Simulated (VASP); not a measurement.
These are revPBE GGA, VASP's PBE PAW potentials (set 64) (plane waves; VASP 6.6.1) values and carry that method's errors.

The input files of a VASP run:

POSCAR:
```
LiNbO3
1
    2.6307780000     1.5188800000     4.6317750000
   -2.6307780000     1.5188800000     4.6317750000
    0.0000000000    -3.0377610000     4.6317750000
Li Nb O
2 2 6
Direct
  0.2875000000   0.2875000000   0.2875000000
  0.7875000000   0.7875000000   0.7875000000
  0.0128000000   0.0128000000   0.0128000000
  0.5128000000   0.5128000000   0.5128000000
  0.7464300000   0.1409300000   0.3626300000
  0.3626300000   0.7464300000   0.1409300000
  0.1409300000   0.3626300000   0.7464300000
  0.8626300000   0.6409300000   0.2464300000
  0.2464300000   0.8626300000   0.6409300000
  0.6409300000   0.2464300000   0.8626300000
```

File KPOINTS:
```
Automatic mesh
0
Gamma
5 5 5
0.5 0.5 0.5
```

INCAR:
```
SYSTEM = LiNbO3
PREC = Accurate; ENCUT = 400; LREAL = .False.
LASPH = .True.
EDIFF = 1E-6; NELM = 100; ALGO = Normal
LMAXMIX = 4
ISMEAR = 1; SIGMA = 0.05
GGA = RE
ISIF = 2
LWAVE = .False.; LCHARG = .False.
```

POTCAR, in this order: Li_sv Nb_sv O (PBE.64 set). Program: vasp_std.

The resulting files:

**OSZICAR**
```
       N       E                     dE             d eps       ncg     rms          rms(c)
DAV:   1     0.631230259505E+03    0.63123E+03   -0.32649E+04  1520   0.148E+03
DAV:   2    -0.402633740803E+02   -0.67149E+03   -0.65925E+03  2088   0.519E+02
DAV:   3    -0.900536581279E+02   -0.49790E+02   -0.49599E+02  2264   0.130E+02
DAV:   4    -0.943008124323E+02   -0.42472E+01   -0.42438E+01  2696   0.349E+01
DAV:   5    -0.945785205344E+02   -0.27771E+00   -0.27769E+00  2280   0.579E+00    0.272E+01
DAV:   6    -0.769362359743E+02    0.17642E+02   -0.96474E+01  2088   0.569E+01    0.970E+00
DAV:   7    -0.768891496789E+02    0.47086E-01   -0.75326E+00  2464   0.151E+01    0.520E+00
DAV:   8    -0.769438999461E+02   -0.54750E-01   -0.64166E-01  2240   0.502E+00    0.178E+00
DAV:   9    -0.769632807379E+02   -0.19381E-01   -0.13280E-01  2144   0.242E+00    0.739E-01
DAV:  10    -0.769689392134E+02   -0.56585E-02   -0.37291E-02  2032   0.125E+00    0.191E-01
DAV:  11    -0.769693578101E+02   -0.41860E-03   -0.49060E-03  2328   0.479E-01    0.567E-02
DAV:  12    -0.769694432909E+02   -0.85481E-04   -0.55804E-04  1880   0.167E-01    0.268E-02
DAV:  13    -0.769694468261E+02   -0.35352E-05   -0.21929E-04  2288   0.931E-02    0.251E-02
DAV:  14    -0.769694448112E+02    0.20149E-05   -0.17294E-05  2216   0.275E-02    0.125E-02
DAV:  15    -0.769694443009E+02    0.51023E-06   -0.99960E-06  2072   0.195E-02
   1 F= -.76969444E+02 E0= -.76969910E+02  d E =0.139567E-02
```

File OUTCAR:
```
------------------------ aborting loop because EDIFF is reached ----------------------------------------
  FORCE on cell =-STRESS in cart. coord.  units (eV):
  Direction    XX          YY          ZZ          XY          YZ          ZX
  --------------------------------------------------------------------------------------
  Total       -2.6404162     -2.6404161     -2.3122884      0.0000000      0.0000002      0.0000000
  in kB      -38.0957486    -38.0957459    -33.3615422      0.0000000      0.0000024      0.0000000
  external PRESSURE =     -36.5176789 kB  Pullay stress =       0.0000000 kB
  volume of cell :      111.05
      direct lattice vectors                 reciprocal lattice vectors
     2.630778000  1.518880000  4.631775000     0.190057846  0.109729952  0.071966659
    -2.630778000  1.518880000  4.631775000    -0.190057846  0.109729952  0.071966659
     0.000000000 -3.037761000  4.631775000     0.000000000 -0.219459905  0.071966635
 POSITION                                       TOTAL-FORCE (eV/Angst)
 -----------------------------------------------------------------------------------
      0.00000     -0.00000      3.99491        -0.000000     -0.000000      0.066835
      0.00000     -0.00000     10.94257        -0.000000     -0.000000      0.066835
      0.00000     -0.00000      0.17786        -0.000000     -0.000000      0.501605
      0.00000     -0.00000      7.12552        -0.000000     -0.000000      0.501605
      1.59294      0.24621      5.78967         0.043192     -0.214030     -0.189480
     -1.00969      1.25642      5.78967         0.163759      0.144420     -0.189480
     -0.58324     -1.50263      5.78967        -0.206951      0.069610     -0.189480
      0.58324      1.53513      8.10556         0.206951      0.069610     -0.189480
     -1.62109     -0.26246      8.10556        -0.163759      0.144420     -0.189480
      1.03784     -1.27267      8.10556        -0.043192     -0.214030     -0.189480
 -----------------------------------------------------------------------------------
    total drift:                                0.000000      0.000008     -0.000725
  FREE ENERGIE OF THE ION-ELECTRON SYSTEM (eV)
  ---------------------------------------------------
  free  energy   TOTEN  =       -76.9694443009 eV

  energy  without entropy=      -76.9708399690  energy(sigma->0) =      -76.96990952
```
(Selected blocks of OUTCAR.)

At this cut-off the stress carries a Pulay error, which pulls relaxed volumes low.

The structure was generated: LiNbO3 was put into an ordered model structure, which need not be its known phase. The cell was not relaxed at this level. The run is one of a series of settings (GGA = RE against the base run), some of them coarse on purpose.
